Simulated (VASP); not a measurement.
The system is CdSb2O4.

```
CELL_PARAMETERS angstrom
3.20144 0.00000 0.00000
-1.60072 2.77253 0.00000
0.00000 0.00000 12.28616
ATOMIC_POSITIONS crystal
Cd 0.00000 0.00000 0.50000
Sb 0.00000 0.00000 0.24697
Sb 0.00000 0.00000 0.75303
O 0.33333 0.66667 0.37049
O 0.66667 0.33333 0.62951
O 0.66667 0.33333 0.87145
O 0.33333 0.66667 0.12855
```

The cell was built by a generator and needn't be a form met in nature.

```yaml
Program: VASP 6.6.1
Task: relaxation of cell and atoms
Functional: PBE
Potentials_or_basis: VASP PAW PBE potentials, release 64 (Cd, Sb, O)
Cutoff: 520 eV
k_mesh: 5 × 5 × 2
Occupations: gaussian, width 0.15 eV
Spin: no spin polarisation
```

At the start: pressure 3.7 GPa; volume 15.58 Å³/atom.

**Question.** How do energy, volume and symmetry change on relaxing?

**Answer.** Over 11 steps the energy falls by 244.9 meV/atom and the volume is 16.50 Å³/atom (+5.9 %); space group P-3m1 (No. 164, to 0.05 Å).

Step by step:
| step | energy change (eV) | largest force (eV/Å) | pressure (GPa) | volume (Å³) |
| --- | --- | --- | --- | --- |
| 1 | 0.0000 | 4.6510 | 3.73 | 109.05 |
| 2 | -1.6012 | 0.7480 | 1.34 | 114.77 |
| 3 | -1.6064 | 0.4778 | 1.16 | 114.46 |
| 4 | -1.6965 | 0.2057 | -1.08 | 116.62 |
| 5 | -1.6985 | 0.2460 | -1.41 | 116.97 |
| 6 | -1.7128 | 0.0879 | 0.43 | 115.02 |
| 7 | -1.7136 | 0.1028 | 0.23 | 115.37 |
| 8 | -1.7136 | 0.1063 | 0.15 | 115.44 |
| 9 | -1.7135 | 0.1056 | 0.00 | 115.52 |
| 10 | -1.7136 | 0.1002 | -0.07 | 115.47 |
| 11 | -1.7144 | 0.0576 | 0.04 | 115.47 |

Final structure:
```
CELL_PARAMETERS angstrom
3.37980 0.00000 0.00000
-1.68990 2.92699 0.00000
0.00000 0.00000 11.67247
ATOMIC_POSITIONS crystal
Cd 0.00000 0.00000 0.50000
Sb 0.00000 0.00000 0.23053
Sb 0.00000 0.00000 0.76947
O 0.33333 0.66667 0.37935
O 0.66667 0.33333 0.62065
O 0.66667 0.33333 0.86033
O 0.33333 0.66667 0.13967
```

Caveat: the k mesh is coarse (spacing up to 0.45 Å⁻¹), so the values aren't converged; the relaxation stopped at a loose force limit of 0.08 eV/Å, so its end isn't a converged minimum.
